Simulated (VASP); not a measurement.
These are PBE GGA, VASP's PBE PAW potentials (set 64) (plane waves; VASP) values and carry that method's errors.

Input for VASP

### KPOINTS
```
K-points
0
gamma
  5 5 4
0 0 0
```

**POSCAR**
```
GdP
4.5821370
  1.0000000000   0.0000000000   0.0000000000
  0.0000000000   1.0000000000   0.0000000000
  0.0000000000   0.0000000000   1.2600834501
Gd P
2 2
Direct
  0.5000000000   0.0000000000   0.2368000000
  0.0000000000   0.5000000000   0.7632000000
  0.0000000000   0.0000000000   0.0000000000
  0.5000000000   0.5000000000   0.0000000000
```

### INCAR
```
GGA = PE   # PBE
ISIF = 2   # forces and stress, cell fixed
EDIFF = 1E-6   # SCF stop (eV)
LMAXMIX = 6   # l cut-off of mixed one-centre charges
LREAL = F   # projection in real space or not
NELM = 100   # most electronic steps
LASPH = T   # aspherical one-centre terms
LWAVE = F
PREC = Accurate
ENCUT = 400   # plane-wave cut-off (eV)
SIGMA = 0.05   # width (eV)
LCHARG = F
ALGO = Normal
SYSTEM = GdP
ISMEAR = 0   # Gaussian
NBANDS = 22
```

POTCAR, in this order: Gd_3 P (PBE.64 set). Program: vasp_std.

The 4f electrons are frozen in the core of the lanthanide potential, so 4f levels, which can set the real gap, and their magnetism are missing.

Task: Predict the energy per atom (σ→0), pressure, largest force, band gap (on the k-mesh).

Result: 
```json
{
  "energy per atom (σ→0)": "-5.421 eV/atom",
  "band gap (on the k-mesh)": "none (metal, semimetal or under 0.01 eV)",
  "pressure": "40.2 kbar",
  "largest_force": "0.197 eV/Å"
}
```

File OSZICAR:
```
...
DAV:   8    -0.218274226900E+02   -0.85704E-01   -0.17162E+00   884   0.428E+00    0.236E+00
DAV:   9    -0.216935494072E+02    0.13387E+00   -0.95347E-01   824   0.300E+00    0.932E-01
DAV:  10    -0.216934677205E+02    0.81687E-04   -0.28374E-02   960   0.779E-01    0.841E-01
DAV:  11    -0.216902603117E+02    0.32074E-02   -0.18424E-02   896   0.416E-01    0.134E-01
DAV:  12    -0.216902001156E+02    0.60196E-04   -0.85795E-04   960   0.145E-01    0.659E-02
DAV:  13    -0.216901995840E+02    0.53153E-06   -0.10440E-04   946   0.405E-02    0.326E-02
DAV:  14    -0.216901996715E+02   -0.87448E-07   -0.36659E-06  1092   0.116E-02
   1 F= -.21690200E+02 E0= -.21685506E+02  d E =-.938731E-02
```

The structure was generated: GdP was put into the litharge type (P4/nmm), which need not be its known phase. The cell was not relaxed at this level. The run is one of a series of settings (NBANDS = 22 against the base run), some of them coarse on purpose.
